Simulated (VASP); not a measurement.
Data:

```
CELL_PARAMETERS angstrom
      0.00000     2.34072     2.34072
      2.34072     0.00000     2.34072
      2.34072     2.34072     0.00000
ATOMIC_POSITIONS crystal
  Li 0.25000 0.25000 0.25000
  Li 0.75000 0.75000 0.75000
  O  0.00000 0.00000 0.00000
```

These are revPBE GGA, VASP's PBE PAW potentials (set 64) (plane waves; VASP) values and carry that method's errors. Settings: 520 eV cut-off, Gaussian smearing of 0.050 eV, potentials Li_sv O.

Question: Give the energies of bands 4 to 8 at the high-symmetry points, in eV from the valence-band maximum.

Answer: 
| band | Γ | X | U | L | W |
|---|---|---|---|---|---|
| 4 | 0.00 | -1.55 | -1.90 | -2.65 | -1.70 |
| 5 | 0.00 | -1.30 | -1.46 | -0.42 | -1.43 |
| 6 | 0.00 | -1.30 | -1.02 | -0.42 | -1.43 |
| 7 | 5.06 | 5.00 | 6.51 | 9.03 | 7.10 |
| 8 | 11.89 | 13.33 | 11.37 | 9.55 | 10.28 |

The gap is indirect, 5.00 eV, from the valence maximum at Γ to the conduction minimum at X.

Measured: gap 8.00 eV (computed value off by -3.00 eV), as given by Das et al., (2018), arXiv:1807.05623.

The compound is Li2O in the antifluorite structure. It was relaxed first.
